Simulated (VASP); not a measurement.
Energy against volume of GdN (rock salt). Computed with SCAN meta-GGA, VASP's PBE PAW potentials (set 64) (plane waves; VASP 6.6.1). Numerical set-up: 520 eV cut-off, 9×9×9 Γ-centred mesh, Gaussian smearing of 0.050 eV, potentials Gd_3 N.

The 4f electrons are frozen in the core of the lanthanide potential, so 4f levels, which can set the real gap, and their magnetism are missing.

| V (Å³/atom) | E (eV/atom) |
|---|---|
| 14.217 | -29.47350 |
| 14.671 | -29.49766 |
| 15.125 | -29.50449 |
| 15.579 | -29.49679 |

### Question
Fit these four points and predict the energy of the run at 16.032 Å³/atom.

### Answer
A cubic in V^(−2/3), the third-order Birch-Murnaghan form, passes through the four points with V0 = 15.10 Å³/atom and B0 = 172 GPa, and gives -29.4769 eV/atom there. The run gave -29.4769 eV/atom, +0.1 meV/atom from the fit; all five points give B0 = 172 GPa.

The compound is GdN in the rock salt structure. It was relaxed first.
